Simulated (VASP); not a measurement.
Output of a VASP run:

File OUTCAR:
```
 ion  position               nearest neighbor table
   1  0.000  0.000  0.000-   2 2.62   2 2.62   2 2.62   2 2.62   2 2.62   2 2.62   2 2.62   2 2.62
  LATTYP: Found a simple tetragonal cell.
 ALAT       =     2.7265548352
 C/A-ratio  =     1.3015984469
 Subroutine PRICEL returns:
 Original cell was already a primitive cell.
 Subroutine GETGRP returns: Found 16 space group operations
The static configuration has the point symmetry D_4h.
The dynamic configuration has the point symmetry D_4h.
 Subroutine INISYM returns: Found 16 space group operations
 Subroutine IBZKPT returns following result:
 Found    168 irreducible k-points:

 Following reciprocal coordinates:
            Coordinates               Weight
  0.000000  0.000000  0.000000      1.000000
  0.076923  0.000000  0.000000      4.000000
  0.153846  0.000000  0.000000      4.000000
  0.230769  0.000000  0.000000      4.000000
  0.307692  0.000000  0.000000      4.000000
  0.384615  0.000000  0.000000      4.000000
  0.461538  0.000000  0.000000      4.000000
  0.076923  0.076923  0.000000      4.000000
  0.153846  0.076923  0.000000      8.000000
  0.230769  0.076923  0.000000      8.000000
  0.307692  0.076923  0.000000      8.000000
  0.384615  0.076923  0.000000      8.000000
  0.461538  0.076923  0.000000      8.000000
  0.153846  0.153846  0.000000      4.000000
  0.230769  0.153846  0.000000      8.000000
  0.307692  0.153846  0.000000      8.000000
  0.384615  0.153846  0.000000      8.000000
  0.461538  0.153846  0.000000      8.000000
  0.230769  0.230769  0.000000      4.000000
  0.307692  0.230769  0.000000      8.000000
  0.384615  0.230769  0.000000      8.000000
  0.461538  0.230769  0.000000      8.000000
  0.307692  0.307692  0.000000      4.000000
  0.384615  0.307692  0.000000      8.000000
  0.461538  0.307692  0.000000      8.000000
  0.384615  0.384615  0.000000      4.000000
  0.461538  0.384615  0.000000      8.000000
  0.461538  0.461538  0.000000      4.000000
  0.000000  0.000000  0.100000      2.000000
  0.076923  0.000000  0.100000      8.000000
  0.153846  0.000000  0.100000      8.000000
  0.230769  0.000000  0.100000      8.000000
  0.307692  0.000000  0.100000      8.000000
  0.384615  0.000000  0.100000      8.000000
  0.461538  0.000000  0.100000      8.000000
  0.076923  0.076923  0.100000      8.000000
  0.153846  0.076923  0.100000     16.000000
  0.230769  0.076923  0.100000     16.000000
  0.307692  0.076923  0.100000     16.000000
  0.384615  0.076923  0.100000     16.000000
   k-points           NKPTS =    168   k-points in BZ     NKDIM =    168   number of bands    NBANDS=     15
   number of dos      NEDOS =    301   number of ions     NIONS =      2
   total plane-waves  NPLWV =  11200
   dimension x,y,z NGX =    20 NGY =   20 NGZ =   28
   dimension x,y,z NGXF=    40 NGYF=   40 NGZF=   56
   ions per type =               1   1
   PREC   = accura    normal or accurate (medium, high low for compatibility)
   ISTART =      0    job   : 0-new  1-cont  2-samecut
   ICHARG =      2    charge: 1-file 2-atom 10-const
   ISPIN  =      1    spin polarized calculation?
   LNONCOLLINEAR =      F non collinear calculations
   LSORBIT =      F    spin-orbit coupling
   INIWAV =      1    electr: 0-lowe 1-rand  2-diag
   ENCUT  =  500.0 eV  36.75 Ry    6.06 a.u.   4.97  4.97  6.47*2*pi/ulx,y,z
   NELM   =    100;   NELMIN=  2; NELMDL= -5     # of ELM steps
   EDIFF  = 0.1E-05   stopping-criterion for ELM
   LREAL  =      F    real-space projection
   NLSPLINE    = F    spline interpolate recip. space projectors
   LMAXMIX     =    6 max onsite mixed and CHGCAR
   VOSKOWN=      0    Vosko Wilk Nusair interpolation
   EDIFFG = -.2E-01   stopping-criterion for IOM
   NSW    =     40    number of steps for IOM
   NBLOCK =      1;   KBLOCK =     40    inner block; outer block
   IBRION =      2    ionic relax: 0-MD 1-quasi-New 2-CG
...
```

File OSZICAR:
```
       N       E                     dE             d eps       ncg     rms          rms(c)
DAV:   1     0.126548132392E+03    0.12655E+03   -0.11407E+04  5327   0.214E+03
DAV:   2    -0.585752949811E+01   -0.13241E+03   -0.12617E+03  5117   0.337E+02
DAV:   3    -0.103218750264E+02   -0.44643E+01   -0.44108E+01  6282   0.728E+01
DAV:   4    -0.103693149247E+02   -0.47440E-01   -0.47415E-01  5825   0.624E+00
DAV:   5    -0.103706451429E+02   -0.13302E-02   -0.13302E-02  7647   0.113E+00    0.145E+01
DAV:   6    -0.962085455499E+01    0.74979E+00   -0.78381E+00  5160   0.865E+01    0.610E+00
DAV:   7    -0.934108359863E+01    0.27977E+00   -0.34817E+00  6154   0.929E+01    0.718E+00
DAV:   8    -0.923245990157E+01    0.10862E+00   -0.41864E-01  6139   0.197E+01    0.302E+00
DAV:   9    -0.922427488071E+01    0.81850E-02   -0.20997E-02  7924   0.267E+00    0.151E-01
DAV:  10    -0.922398881612E+01    0.28606E-03   -0.26089E-03  6544   0.139E+00    0.676E-02
DAV:  11    -0.922397353600E+01    0.15280E-04   -0.16749E-04  7861   0.373E-01    0.483E-02
DAV:  12    -0.922397072924E+01    0.28068E-05   -0.58806E-06  6178   0.536E-02    0.219E-03
DAV:  13    -0.922397072207E+01    0.71777E-08   -0.19053E-07  3353   0.150E-02
   1 F= -.75772910E+01 E0= -.75770631E+01  d E =-.757729E+01
```

OUTCAR:
```
------------------------ aborting loop because EDIFF is reached ----------------------------------------
  FORCE on cell =-STRESS in cart. coord.  units (eV):
  Direction    XX          YY          ZZ          XY          YZ          ZX
  --------------------------------------------------------------------------------------
  Total        1.6539170      1.6539170      1.6337935      0.0000000      0.0000000      0.0000000
  in kB      100.4395025    100.4395025     99.2174379      0.0000000      0.0000000      0.0000000
  external PRESSURE =       0.0321477 kB  Pullay stress =     100.0000000 kB
  volume of cell :       26.38
      direct lattice vectors                 reciprocal lattice vectors
     2.726554835  0.000000000  0.000000000     0.366763209  0.000000000  0.000000000
     0.000000000  2.726554835  0.000000000     0.000000000  0.366763209  0.000000000
     0.000000000  0.000000000  3.548879539     0.000000000  0.000000000  0.281779077
 POSITION                                       TOTAL-FORCE (eV/Angst)
 -----------------------------------------------------------------------------------
      0.00000      0.00000      0.00000         0.000000      0.000000      0.000000
      1.36328      1.36328      1.77444         0.000000      0.000000      0.000000
 -----------------------------------------------------------------------------------
    total drift:                               -0.000000      0.000000      0.000000
  FREE ENERGIE OF THE ION-ELECTRON SYSTEM (eV)
  ---------------------------------------------------
  free  energy   TOTEN  =        -9.2239707221 eV

  energy  without entropy=       -9.2232872375  energy(sigma->0) =       -9.22374289
  enthalpy is  TOTEN    =        -7.5772909575 eV   P V=        1.6466797646

 reached required accuracy - stopping structural energy minimisation
```
(Selected blocks of OUTCAR.)

### POSCAR
```
CuAu
1
    2.7265548352     0.0000000000     0.0000000000
    0.0000000000     2.7265548352     0.0000000000
    0.0000000000     0.0000000000     3.5488795390
Cu Au
1 1
Direct
  0.0000000000   0.0000000000   0.0000000000
  0.5000000000   0.5000000000   0.5000000000
```

Reconstruct the remaining input files.

Several could match; the one computed here: the input of the run itself, LDA (Ceperley-Alder, Perdew-Zunger), plane waves, VASP's LDA PAW potentials (set 64).

KPOINTS:
```
Automatic mesh
0
Gamma
13 13 10
0 0 0
```

INCAR:
```
NSW = 40   ! most ionic steps
SYSTEM = CuAu
LCHARG = .False.
SIGMA = 0.1   ! width (eV)
EDIFF = 1E-6
LASPH = .True.
ISIF = 3
NELM = 100
PREC = Accurate
IBRION = 2   ! conjugate gradients
EDIFFG = -0.02   ! ionic stop
ENCUT = 500   ! plane-wave cut-off (eV)
ALGO = Normal
ISMEAR = 1
PSTRESS = 100   ! kbar
LMAXMIX = 6   ! l cut-off of mixed one-centre charges
LWAVE = .False.
LREAL = .False.
```

POTCAR, in this order: Cu Au (LDA.64 set). Program: vasp_std.

The compound is CuAu in the L1_0 structure. It was relaxed first under an external pressure of 10 GPa.
